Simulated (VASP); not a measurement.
Consider the following.

```xyz
2
Lattice="4.0401 -2.1608 0.0239 4.0401 2.1608 0.0239 2.8635 0.0000 3.5767" Properties=species:S:1:pos:R:3 pbc="T T T"
Sb     2.5289     0.0000     0.8376
Sb     8.4148     0.0000     2.7870
```

Method: RPBE GGA, VASP's PBE PAW potentials (set 64) (plane waves; VASP). Run with 520 eV cut-off, 7×7×7 Γ-centred mesh, Gaussian smearing of 0.050 eV, potentials Sb.

### Question
The ions and cell shape at fixed volume are relaxed. Which structure does the run end with?

### Answer

```xyz
2
Lattice="3.9689 -2.1834 -0.0135 3.9689 2.1834 -0.0135 2.7798 0.0000 3.5766" Properties=species:S:1:pos:R:3 pbc="T T T"
Sb     2.5116     0.0000     0.8318
Sb     8.2060     0.0000     2.7178
```
Space group R-3m (166), at a tolerance of 0.03 Å.

### Question
How much energy does the relaxation gain?

### Answer
The energy (σ→0) changes by -7.9 meV/atom, in 6 ionic steps.

```tsv
step	E(σ→0) (eV)	max force (eV/Å)	pressure (GPa)	volume (Å³)
1	-7.5383	0.353	3.28	62.15
2	-7.5486	0.169	2.72	62.15
3	-7.5528	0.074	1.96	62.15
4	-7.5530	0.038	2.08	62.15
5	-7.5538	0.018	2.05	62.15
6	-7.5540	0.003	2.02	62.15
```

The compound is Sb in the a7 structure. This cell is one point of a volume scan, at 0.94 of the reference volume. Symmetry was kept, so distortions that lower it aren't found.
